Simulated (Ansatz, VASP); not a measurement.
**One calculation of As2Se, two programs**

File POSCAR:

```
As2Se
1.0
   -3.5294180000      3.5294180000      2.6535710000
    3.5294180000     -3.5294180000      2.6535710000
    3.5294180000      3.5294180000     -2.6535710000
As Se
4 2
Direct
    0.8750000000      0.1250000000      0.7500000000
    0.3750000000      0.1250000000      0.2500000000
    0.8750000000      0.6250000000      0.7500000000
    0.8750000000      0.1250000000      0.2500000000
    0.5000000000      0.5000000000      0.0000000000
    0.2500000000      0.7500000000      0.5000000000
```

The input INCAR.step1:

```
ALGO = Normal ; EDIFF = 1E-4
ENCUT = 520 ; GGA = PE
ISMEAR = 0 ; LASPH = T
LCHARG = F ; LREAL = F
LWAVE = T ; NBANDS = 25
NELM = 100 ; PREC = Accurate
SIGMA = 0.1
```

The input INCAR.step2:

```
ALGO = Normal ; EDIFF = 1E-6
ENCUT = 520 ; ISIF = 2
ISMEAR = 0 ; ISTART = 1
LASPH = T ; LCHARG = T
LELF = T ; LMIXTAU = T
LREAL = F ; LVHAR = T
LWAVE = F ; METAGGA = R2SCAN
NBANDS = 25 ; NELM = 100
PREC = Accurate ; SIGMA = 0.1
```

Contents of KPOINTS:

```
k-points
0
Gamma
  8 8 8
```

Input for Ansatz:

```yaml
crystal:
  lattice:
    - [-3.529418, 3.529418, 2.653571]
    - [3.529418, -3.529418, 2.653571]
    - [3.529418, 3.529418, -2.653571]
  atoms:
    - { symbol: As, position: [0.875, 0.125, 0.75] }
    - { symbol: As, position: [0.375, 0.125, 0.25] }
    - { symbol: As, position: [0.875, 0.625, 0.75] }
    - { symbol: As, position: [0.875, 0.125, 0.25] }
    - { symbol: Se, position: [0.5, 0.5, 0.0] }
    - { symbol: Se, position: [0.25, 0.75, 0.5] }
basis:
  ecutwfc: 500
kpoints:
  mp_grid: { grid: [8, 8, 8] }
hamiltonian:
  xc: r2scan
scf:
  occupations: { method: gaussian, width: 0.1 }
output:
  forces: true
  stress: true
  eigenvalues: true
```

Alike in both runs: task single point; functional r2SCAN; k mesh 8 × 8 × 8; occupations gaussian, width 0.1 eV; no spin polarisation.

```csv
,VASP,Ansatz
version,VASP 6.6.1,Ansatz 0.2.0
potentials or method,"VASP PAW PBE potentials, release 64 (As, Se)","scalar-relativistic, plane waves, PAW"
plane-wave cutoff (eV),520,500
valence electrons in the cell,32,92
```

```tsv
	VASP	Ansatz	Ansatz less VASP
gap on the k mesh at the Fermi level (eV)	none	none	-
pressure (GPa)	-1.7	-1.7	+0.08
largest component of the traceless stress (GPa)	0.81	0.80	-0.010
```

A gap of «none» marks a metal or a gap that the smearing closes. The functional is the same, so the differences come from potentials, cutoffs and numerics. The two sets of potentials don't hold the same shells in valence.

Caveats: the PAW data sets were made with another functional, which shifts forces and pressure a little (VASP).
